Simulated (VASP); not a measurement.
Data:

```
CELL_PARAMETERS angstrom
     -1.59359     1.59359     1.59359
      1.59359    -1.59359     1.59359
      1.59359     1.59359    -1.59359
ATOMIC_POSITIONS crystal
  W  0.00000 0.00000 0.00000
```

All values below come from PBE GGA, VASP's PBE PAW potentials (set 64) (plane waves; VASP 6.6.1). Settings: PREC = Normal, EDIFF = 1E-5, 400 eV cut-off, 18×18×18 Γ-centred mesh, first-order Methfessel-Paxton smearing of 0.10 eV, potentials W_sv.

Unless said otherwise, spin-orbit coupling is left out, though it shifts the bands of the heavy elements here.

### Question
Estimate the energy per atom (σ→0), band gap (on the k-mesh) with the smallest direct gap where there is one.

### Answer

```json
{
 "band gap (on the k-mesh)": "none (metal, semimetal or under 0.01 eV)",
 "energy per atom (σ→0)": "-12949 meV/atom"
}
```

The absolute energy has meaning only against runs of the same code, potentials and settings.

The compound is W in the bcc structure. It was relaxed first.
